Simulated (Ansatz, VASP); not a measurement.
# Cross-check of PtSe2 (Sudovikovite) between VASP and Ansatz, part 2 of 2

One calculation is typed for both programs; each brings its own data sets. How far apart do they land? The cell is taken from a series of runs on this material, whose earlier steps may have relaxed, scaled, displaced or heated it; both programs get it as it stands.

VASP 6.6.1 and Ansatz 0.2.0.

So far: The structure; VASP: zone-centre phonons, PBEsol with D3(BJ).

### Step 3. Ansatz: zone-centre phonons, PBEsol with D3(BJ)

Level of this step: Ansatz beside VASP: Kohn-Sham DFT, plane waves, PBEsol with D3(BJ) (Ansatz).

Ansatz runs on its PAW soft_1 files.

The same cell, functional, mesh and smearing now go to Ansatz, which takes its cutoff from its data sets.

Contents of input.yaml:

```yaml
crystal:
  lattice:
    - [3.7339490636, 0.0, 0.0]
    - [-1.8669745318, 3.2336947455, 0.0]
    - [0.0, 0.0, 4.5964277252]
  atoms:
    - { symbol: Se, position: [0.3333333333, 0.6666666667, 0.2736792137] }
    - { symbol: Se, position: [0.6666666667, 0.3333333333, 0.7263207863] }
    - { symbol: Pt, position: [0.0, 0.0, 0.0] }
kpoints:
  mp_grid: { grid: [15, 15, 8] }
hamiltonian:
  xc: pbesol
  dispersion: d3bj
  pseudopotentials: { kind: paw, azcp: { folder: soft_1 }, xc_functional: pbe }
scf:
  occupations: { method: methfessel_paxton, width: 0.2 }
output:
  eigenvalues: true
phonons:
  method: dfpt
```

Run with:

```bash
> ansatz run input.yaml --threads 4 --pin off --max-ram 10240MiB --backend cpu --events-out ev --progress --plain --runs-dir out
```

Numbers of over 12 decimals in the logs are rounded to 6 here.

The program printed:

```text
Engine: ansatz 0.2.0, aarch64-unknown-linux-gnu
Pseudopotentials: kind: paw
Pseudopotential: Se, paw, valence charge 16, recommended cutoff 420 eV (normal), soft_1/Se.paw.azcp
Pseudopotential: Pt, paw, valence charge 18, recommended cutoff 420 eV (normal), soft_1/Pt.paw.azcp
Functional definition: PBEsol
  exchange = pbesol_x
  correlation = pbesol_c
Crystal: 3 atoms, lattice volume = 55.499 Å³
Basis set: ecut = 420 eV, 1095 PW (Γ), exchange–correlation on 50×50×64 points (8 copies of the dense FFT grid, shifted against one another)
Bands: 30, of which v1, the nominal top of the filled ones, is band 25 counted from 1 (24 counted from 0)
Symmetry: 12 space group operations
k-points: 488 of 1800 (irreducible under 2 space group operations, time reversal used)
Non-local potential: Se, projectors of the file, l = 0: 2, l = 1: 2, l = 2: 3, l = 3: 1
Non-local potential: Pt, projectors of the file, l = 0: 3, l = 1: 2, l = 2: 2, l = 3: 1
PAW form: soft (Blöchl's): semilocal exchange-correlation on the pseudo side does not see the compensation charge
PAW frozen core: Se, regenerated for the run's functional, and the local potential with it (the file was generated under x = pbe(κ = 0.804, μ = 0.219515), c = pbe(β = 0.066725))
PAW frozen core: Pt, regenerated for the run's functional, and the local potential with it (the file was generated under x = pbe(κ = 0.804, μ = 0.219515), c = pbe(β = 0.066725))
PAW one-centre angular grid: Se, 590 points (default); XC on 64 Gauss nodes
PAW one-centre angular grid: Pt, 590 points (default); XC on 64 Gauss nodes
Initial density: superposition of atomic densities (chi_scale 0.1, normalization cell, long waves kept (reshape's long-wave potential 0.00 eV rms))
Initial wavefunctions: pseudopotential atomic-orbital guess
Functional: x = pbesol(κ = 0.804, μ = 0.123457), c = pbesol(β = 0.046)
SCF iter   1: F=—  HF=-23236.612108 eV  |F-HF|=—  |Δ(HF+E_count)|=         —  Δρ=5.09e-2  dr2=7.26e-1  ethr=3.10e-3  ⟨swp⟩=4.9  Hψ=53148  notcnv=0
preconditioner: auto → Kerker (q_TF=auto, 2.681 Å⁻¹)  [metal: Δε(μ)=0.079 eV  Ē_g=10.356 eV  σ=0.200 eV  W_gap=0.32  n_scr=20 (ndim 8)  ℏωp=23.4 eV  f_vac=0.002  D(μ)=0.47/eV (n_scr^D=0)]
SCF iter   2: F=—  HF=-23236.463036 eV  |F-HF|=—  |Δ(HF+E_count)|=   1.49e-1  S|Δr|=    0.00e0  Δρ=2.57e-2  dr2=2.11e-1  ethr=1.45e-3  ⟨swp⟩=2.0  Hψ=20648  notcnv=0  defer=163
SCF iter   3: F=—  HF=-23236.412188 eV  |F-HF|=—  |Δ(HF+E_count)|=   5.08e-2  S|Δr|=    0.00e0  Δρ=8.23e-3  dr2=3.22e-2  ethr=4.22e-4  ⟨swp⟩=2.0  Hψ=16604  notcnv=0  defer=163
SCF iter   4: F=—  HF=-23236.404586 eV  |F-HF|=—  |Δ(HF+E_count)|=   7.60e-3  S|Δr|=    0.00e0  Δρ=1.35e-3  dr2=2.06e-3  ethr=6.45e-5  ⟨swp⟩=3.0  Hψ=26870  notcnv=0  defer=163
SCF iter   5: F=—  HF=-23236.404353 eV  |F-HF|=—  |Δ(HF+E_count)|=   2.33e-4  S|Δr|=    0.00e0  Δρ=6.81e-4  dr2=4.62e-4  ethr=4.11e-6  ⟨swp⟩=2.0  Hψ=24728  notcnv=0  defer=163
SCF iter   6: F=—  HF=-23236.404157 eV  |F-HF|=—  |Δ(HF+E_count)|=   1.96e-4  S|Δr|=    0.00e0  Δρ=2.47e-4  dr2=6.41e-5  ethr=9.25e-7  ⟨swp⟩=2.0  Hψ=24732  notcnv=0  defer=163
SCF iter   7: F=—  HF=-23236.404158 eV  |F-HF|=—  |Δ(HF+E_count)|=   8.24e-7  S|Δr|=    0.00e0  Δρ=5.29e-5  dr2=2.20e-6  ethr=1.28e-7  ⟨swp⟩=3.0  Hψ=25554  notcnv=0  defer=163
SCF iter   8: F=—  HF=-23236.404160 eV  |F-HF|=—  |Δ(HF+E_count)|=   1.91e-6  S|Δr|=    0.00e0  Δρ=2.25e-5  dr2=4.14e-7  ethr=4.41e-9  ⟨swp⟩=2.0  Hψ=25210  notcnv=0  defer=163
SCF iter   9: F=—  HF=-23236.404160 eV  |F-HF|=—  |Δ(HF+E_count)|=   2.45e-9  S|Δr|=    0.00e0  Δρ=8.58e-6  dr2=4.85e-8  ethr=8.28e-10  ⟨swp⟩=2.0  Hψ=19582  notcnv=0  defer=163
SCF iter  10: F=—  HF=-23236.404160 eV  |F-HF|=—  |Δ(HF+E_count)|=   3.41e-9  S|Δr|=    0.00e0  Δρ=3.39e-6  dr2=5.25e-9  ethr=9.71e-11  ⟨swp⟩=2.0  Hψ=19824  notcnv=0  defer=163
SCF iter  11: F=—  HF=-23236.404160 eV  |F-HF|=—  |Δ(HF+E_count)|=  7.86e-10  S|Δr|=    0.00e0  Δρ=7.63e-7  dr2=2.91e-10  ethr=1.05e-11  ⟨swp⟩=2.1  Hψ=21419  notcnv=0  defer=163
SCF iter  12: F=—  HF=-23236.404160 eV  |F-HF|=—  |Δ(HF+E_count)|=  2.47e-10  S|Δr|=    0.00e0  Δρ=3.87e-7  dr2=4.95e-11  ethr=1.00e-12  ⟨swp⟩=2.2  Hψ=24353  notcnv=0  defer=163
SCF iter  13: F=-23236.404160 eV  HF=-23236.404160 eV  |F-HF|=0.00e0  |Δ(HF+E_count)|=  7.28e-12  S|Δr|=    0.00e0  Δρ=7.19e-8  dr2=1.84e-12  ethr=1.00e-12  ⟨swp⟩=6.7  Hψ=70628  notcnv=0
SCF 1 converged in 13 iterations: F = -23236.404160 eV  dr2 = 1.84e-12
  greatest PAW one-centre occupation: 1.000 electrons in one spin orbital (limit 2), on the Pt atom at site 2 (counted from 0), in its partial waves of l = 0
DFPT response loops at Γ: preconditioner auto → Kerker (q_TF=auto, 2.681 Å⁻¹) (partly filled bands, converged f_vac=0.008); β = 1.00, the filter's whole step (`scf.mixing.beta` (0.50) is not read by the response loops under this deck's `scf.mixing.preconditioner`; to damp them name `kerker` or `kerker_dos`, under which they read `scf.mixing.beta`, and type it under 1.00, their step now; both keys bind the ground state too); Broyden in place of MSR1
SCF converged after 13 iterations
Stability not checked: this state was not tested for a lower state beside it, because cold or Methfessel-Paxton smearing, or corrected tetrahedra, fill the levels in a way that the test cannot read (fill_not_monotonic; see scf.lower_state_search)
Free energy (F): -23236.404160 eV
Harris-Foulkes:  -23236.404160 eV  (|F-HF|=0.00e0)
Internal energy: -23236.405922 eV  (E = F + TS)
E sigma→0 (E₀):  -23236.404600 eV
Entropy (-TS):   0.001763 eV (0.588 meV/atom)
Fermi energy:    14.493605 eV
--- Per-component energies (eV) ---
  E_band       = -902.288903
  E_kinetic    = 820.659116
  E_local      = -6567.968543  (includes V_loc(G=0)·N_el)
  E_nonlocal   = -497.176025
  E_hartree    = 3248.240020
  E_xc         = -401.790303
  E_vxc        = -453.803842  (∫ρ·V_xc dr)
  E_paw        = -13519.428822  (= ΣΔE_a)
  E_vpaw       = -700.480058  (= ΣTr[D̂ρ^β])
  E_aug_tail   = 0.000403  (compensation charges beyond the density's cutoff)
  E_ewald      = -6319.837906
  E_disp       = -1.407795  (pairwise vdW)
  E_core_change = 2.303935  (= ΣΔE_core)
  E_smearing   = 0.001763  (= −TS)
  E_closure    = 0.000000  (closes the sum)
  Σ components = -23236.404160   (vs F -23236.404160, Δ=0.00e0)
--- Band table (eV; the first three rows and the last of 488) ---
  k-point 0: bands = [... 21 lower, 11.9879, 13.4763, 13.4763, 15.3896, 15.3896, 15.5120, 17.4872, 18.8767, ... 1 higher]
  k-point 1: bands = [... 21 lower, 11.9794, 13.2903, 13.2903, 15.0144, 15.6516, 15.6516, 17.6544, 19.3865, ... 1 higher]
  k-point 2: bands = [... 21 lower, 11.9327, 12.9309, 12.9309, 14.0081, 16.2277, 16.2277, 18.2376, 20.3122, ... 1 higher]
  k-point 487: bands = [... 21 lower, 11.0959, 11.3179, 11.9222, 13.2153, 15.3943, 15.9154, 19.2156, 21.3701, ... 1 higher]
--- Phonons (Γ-DFPT): 4 representative perturbations + reference, on 488 of 1800 k-points (Σ response iterations 12) ---
  k mesh reduced under 2 symmetry operations, with k and −k counted as one. Each operation leaves every solved perturbation unchanged. A smaller set is not used because it would not reduce the number of displacements times k-points to solve
  ASR residual: 8.046e-5 → 0.000e0 eV/Å²; symmetrization residual: 1.151e-5 eV/Å²
  pairwise dispersion correction: d3bj (s6 = 1.0, s8 = 2.9491, a1 = 0.4466, a2_bohr = 6.1742), with the weights of each atom's references fixed at the reference crystal's, and the forces and stress that the weights' published response gives there kept as a pressure on the atom's counted neighbours (hamiltonian.dispersion)
  ASR residual per site (eV/Å²): 8.05e-5 8.05e-5 7.55e-5
  Γ frequencies (cm⁻¹): 0.00 0.00 0.00 168.78 168.78 220.03 223.18 224.46 224.46
  non-analytic LO–TO correction: not included (Born effective charges unavailable; polar crystals: no LO–TO splitting at Γ)
```

Reading the cycles: dr2 is the Hartree energy of the density residual (eV), the measure of convergence; HF is the Harris–Foulkes estimate of the energy, which meets the free energy F at convergence.

### Step 4. Comparison

Known differences besides the potentials themselves: the data sets hold 50 valence electrons in Ansatz (on its PAW soft_1 files) and 22 in VASP; the cutoff is 420 eV in Ansatz and 500 eV in VASP; Ansatz makes its cores anew for this functional, VASP keeps those of its PBE data sets; Ansatz takes the dispersion share of the force constants at frozen C6 weights, VASP differentiates the full forces; VASP uses finite displacements, Ansatz perturbation theory. Total energies have different zeros and are not compared.

Both answers:

```tsv
quantity	Ansatz	VASP	difference
optical mode 1 to 2 (cm⁻¹)	168.8	169.1	-0.16 %
optical mode 3 (cm⁻¹)	220.0	220.5	-0.23 %
optical mode 4 (cm⁻¹)	223.2	223.8	-0.26 %
optical mode 5 to 6 (cm⁻¹)	224.5	225.5	-0.47 %
```

Modes are paired by rising frequency, not by their patterns, so a pair may set unlike modes beside each other; they are those without the splitting of longitudinal modes.

### Step 5. What came out

```json
{
 "r.m.s. difference of the optical zone-centre modes, each program's sorted by frequency (zone-centre phonons, PBEsol with D3(BJ))": "0.71 cm⁻¹"
}
```

The r.m.s. difference of the optical zone-centre modes, each program's sorted by frequency is 0.71 cm⁻¹ (zone-centre phonons, PBEsol with D3(BJ)). The data sets hold unlike numbers of valence electrons (50 in Ansatz and 22 in VASP), so part of the differences comes from the potentials. Such differences can come from data sets, numerical settings and the points named under the comparisons, not from the functional's error against experiment.

[Lines on the potential files, build, host, timing and source positions are cut from VASP's logs without a mark.]

[Logs are printed without paths, hosts, clocks, repeated set-up lines and the standing remarks that a program may print on its own settings, such as how far it seeks lower states.]

[Hosts, paths, dates, database ids (printed as entryN), source tags and the programs' standing remarks are cut or masked in the printed files.]
